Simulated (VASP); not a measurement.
## WS (relaxed from the zinc blende structure, space group F-43m): computed properties

All values below come from PBE GGA, VASP's PBE PAW potentials (set 64) (plane waves; VASP).

For WS, the space group comes out as F-43m (216) and the cell is a = 5.3369 Å, b = 5.3369 Å, c = 5.3369 Å, α = 90.00°, β = 90.00°, γ = 90.00°. The volume per atom is 19.00 Å³/atom and the band gap (over mesh and band path) comes out as none (metal, semimetal or under 0.01 eV). The density is 9.43 g/cm³.

```cif
data_SW
_chemical_formula_sum 'W1 S1'
_space_group_name_H-M_alt 'P 1'
_space_group_IT_number 1
_cell_length_a 3.77378
_cell_length_b 3.77378
_cell_length_c 3.77378
_cell_angle_alpha 60.000
_cell_angle_beta 60.000
_cell_angle_gamma 60.000
loop_
_space_group_symop_operation_xyz
  'x, y, z'
loop_
_atom_site_label
_atom_site_type_symbol
_atom_site_fract_x
_atom_site_fract_y
_atom_site_fract_z
_atom_site_occupancy
W1 W 0.00000 0.00000 0.00000 1
S1 S 0.25000 0.25000 0.25000 1
```

Unless said otherwise, spin-orbit coupling is left out, though it shifts the bands of the heavy elements here.

The structure was generated: WS was put into the zinc blende type (F-43m), which need not be its known phase. It was relaxed first, which changed the volume by -35 %. Symmetry was kept, so distortions that lower it aren't found.
